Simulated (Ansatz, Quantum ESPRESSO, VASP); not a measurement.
# NiMoIrPdW: programs and potentials compared

```xyz
5
Lattice="2.7608 0.0000 0.0000 -1.3804 2.3909 0.0000 0.0000 0.0000 11.3405" Properties=species:S:1:pos:R:3 pbc="T T T"
Ni    0.0000    0.0000    8.0423
Mo    1.3804    0.7970    3.3369
Pd    1.3804    0.7970   10.1952
Ir    0.0000    0.0000    1.2025
W     1.3804    0.7970    6.0015
```

The cell comes from a database or a generator and needn't be the stable form of this composition.

Alike in all runs: task band structure; functional PBE; k mesh 11 × 11 × 3; occupations fermi-dirac, width 0.05 eV; collinear spin, ferromagnetic start; no spin-orbit coupling. Pressure is positive in compression and, in plane waves, holds the error of the finite cutoff, which Ansatz's Pulay term estimates and takes out.

```json
{"program and potentials": "Ansatz, Ansatz PAW", "plane-wave cutoff (eV)": "420", "notes": "16.2 valence electrons an atom on average; Pulay term of +0.06 GPa included", "pressure (GPa)": "-0.19", "net moment per atom (μB)": "0.00", "largest force (eV/Å)": "0.281"}
{"program and potentials": "VASP, PBE PAW files Ir, Mo_sv, Ni, Pd, W_sv, 520 eV", "plane-wave cutoff (eV)": "520", "notes": "11.4 valence electrons an atom on average", "pressure (GPa)": "0.23", "net moment per atom (μB)": "0.00", "largest force (eV/Å)": "0.296"}
{"program and potentials": "Quantum ESPRESSO, SSSP 1.3 efficiency PBE", "plane-wave cutoff (eV)": "816", "notes": "15.8 valence electrons an atom on average", "pressure (GPa)": "-0.35", "net moment per atom (μB)": "0.00", "largest force (eV/Å)": "0.294"}
```

Force on atom 2 (Mo), eV/Å:

```json
{"program and potentials": "Ansatz, Ansatz PAW", "x": "0.000", "y": "0.000", "z": "0.281"}
{"program and potentials": "VASP, PBE PAW files Ir, Mo_sv, Ni, Pd, W_sv, 520 eV", "x": "0.000", "y": "0.000", "z": "0.296"}
{"program and potentials": "Quantum ESPRESSO, SSSP 1.3 efficiency PBE", "x": "0.000", "y": "0.000", "z": "0.294"}
```

The pressure spans -0.35 (Quantum ESPRESSO, SSSP 1.3 efficiency PBE) to 0.23 GPa (VASP, PBE PAW files Ir, Mo_sv, Ni, Pd, W_sv, 520 eV). All agree on the net moment per atom. The state is the one that the start led to, which needn't be the lowest.

The functional is the same throughout but for its coding, so the spread measures potentials, basis and numerics; runs on potential files found faulty are left out.
